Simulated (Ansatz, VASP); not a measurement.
Two plane-wave programs on TaAuS3

```
Au Ta S
1.0
     4.77984    0.00000    0.00000
     0.00000    4.77984    0.00000
     0.00000    0.00000    4.77984
Au Ta S
1 1 3
Direct
  0.00000 0.00000 0.00000
  0.50000 0.50000 0.50000
  0.50000 0.50000 0.00000
  0.50000 0.00000 0.50000
  0.00000 0.50000 0.50000
```

The cell comes from a database or a generator and needn't be the stable form of this composition.

Alike in both runs: task single point; functional LDA; k mesh 4 × 4 × 4; occupations gaussian, width 0.05 eV; no spin polarisation.

|  | VASP | Ansatz |
| --- | --- | --- |
| version | VASP 6.6.1 | Ansatz 0.2.0 |
| potentials or method | VASP PAW LDA potentials, release 64 (Au, Ta_pv, S) | scalar-relativistic, plane waves, PAW |
| plane-wave cutoff (eV) | 520 | 420 |
| valence electrons in the cell | 40 | 50 |

Ansatz gave:

* gap on the k mesh at the Fermi level (eV): none
* pressure (GPa): -5.7

**Question.** Estimate VASP's values.

**Answer.** gap on the k mesh at the Fermi level (eV): none; pressure (GPa): -5.5.

A gap of «none» marks a metal or a gap that the smearing closes. The two sets of potentials don't hold the same shells in valence.

The runs have no spin-orbit coupling, so splittings on Au, Ta are missing.
